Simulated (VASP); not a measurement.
# CaS: energy against volume

CaS (rock salt, Fm-3m, 23.359 Å³/atom and stress up to 0.02 GPa in the relaxed cell, cube axes along x, y and z) under an equal strain ε along all three axes. PBE in VASP (plane waves, PAW), 480 eV, 10×10×10 Γ-centred mesh, Gaussian smearing 0.05 eV; ions are relaxed, or left where forces stay under 0.02 eV/Å, within the symmetry of each cell.

Here V stands for volume and E for E less E0.

| volume (Å³/atom) | E less E0 (meV/atom) | pressure (GPa) |
|---|---|---|
| 21.3195 | ? | ? |
| 21.9856 | 16.29 | 3.88 |
| 22.3239 | 9.09 | 2.81 |
| 22.6656 | 4.04 | 1.80 |
| 23.0107 | 1.04 | 0.86 |
| 23.3594 | 0.00 | -0.02 |
| 23.7115 | 0.83 | -0.85 |
| 24.0672 | 3.45 | -1.62 |
| 24.4264 | 7.76 | -2.34 |
| 24.7891 | 13.70 | -3.02 |

Problem. Using the third-order Birch-Murnaghan form, a cubic in V^(-2/3), estimate the missing E at V = 21.3195 from the other rows, showing the fit.

Solution. With u = V^(-2/3) - 0.1224, the rows have u = 0.0050210, 0.0037305, 0.0024596, 0.0012081, -0.0000251, -0.0012396, -0.0024364, -0.0036153, -0.0047768. Least squares gives E = 0.004 + 104.7·u + 623642·u² + 306851·u³. Residuals (row less fit): -0.001, 0.000, 0.001, -0.001, -0.002, -0.002, 0.004, -0.002, -0.001; standard error 0.002 (degrees of freedom: 5). Its minimum lies at u = -0.0000839, so V0 = (0.1223161)^(-3/2) = 23.38. There d²E/du² = 1247000 and d³E/du³ = 1841000, so B0 = (4/9) × 23.38^(-7/3) × 1247000 × 0.160218 = 56.8 GPa (the last factor turns the table's units into GPa), and B0' = 4 + (2/3) × 0.1223161 × (1841000)/1247000 = 4.1. B0' rests on the cubic coefficient alone and has a standard error of 0.1 from these residuals. At the withheld row, u = 0.0076615, so E = 0.004 + 104.7 × 0.0076615 + 623642 × 0.0076615² + 306851 × 0.0076615³ = 37.551 meV/atom. The calculation gives 37.56 meV/atom, 0.009 meV/atom above the prediction (0.0 % of the range of E in the table). The row lies outside the fitted rows, so this is an extrapolation. The scatter of the fitted rows lies at the last printed digit.

Other structures, which can take over under pressure, weren't tried. The same form fitted to the pressure column gives B0' = 4.1; series where the two differ by over 0.4 aren't shown. Rows are the converged runs of the series near zero and its far end, less any whose ions stayed unrelaxed beside relaxed ones; series whose fitted rows scatter by over a few per cent of the range, as at a crossing or softening among them, aren't shown in this form.
